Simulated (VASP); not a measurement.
Here is a VASP 6.6.1 calculation.

The input INCAR:

```
SYSTEM = Be3Se2S
ALGO = Normal ; EDIFF = 1E-7
EDIFFG = -0.005 ; ENCUT = 520
GGA = PE ; IBRION = 2
ISIF = 3 ; ISMEAR = 0
KPAR = 4 ; LASPH = .True.
LCHARG = .False. ; LREAL = .False.
LWAVE = .False. ; NELM = 120
NSW = 60 ; POTIM = 0.3
PREC = Accurate ; SIGMA = 0.03
```

KPOINTS

```
k-points
0
Gamma
  8 8 8
  0 0 0
```

File POSCAR:

```
Be3Se2S                                 
1.0
   -1.7964916435      5.3887337119      2.5381846693
    1.7964916435     -5.3887337119      2.5381846693
    1.7964916435      5.3887337119     -2.5381846693
  Be              Se              S             
     3     2     1
Direct
     0.4009162503494432    0.2409865584936838    0.1599296918557594
     0.0810568666379245    0.2409865584936838    0.8400703081442407
     0.7677509070964255    0.2677509070964255    0.5000000000000000
     0.3348173070957210    0.0001782631105891    0.3346390439851319
     0.6655392191254570    0.0001782631105891    0.6653609560148680
     0.9999194496950288    0.9999194496950288    0.0000000000000000
```

Potentials or basis: VASP PAW PBE potentials, release 64 (Be, Se, S).

Run with:

```sh
$ cat potpaw_PBE.64/Be/POTCAR potpaw_PBE.64/Se/POTCAR potpaw_PBE.64/S/POTCAR > POTCAR
$ mpirun -np 4 vasp_std > vasp.out
```

(1) What does it give for the band gap on the k mesh?

Answers

(1) 2.68 eV, indirect (least direct gap 2.85 eV).
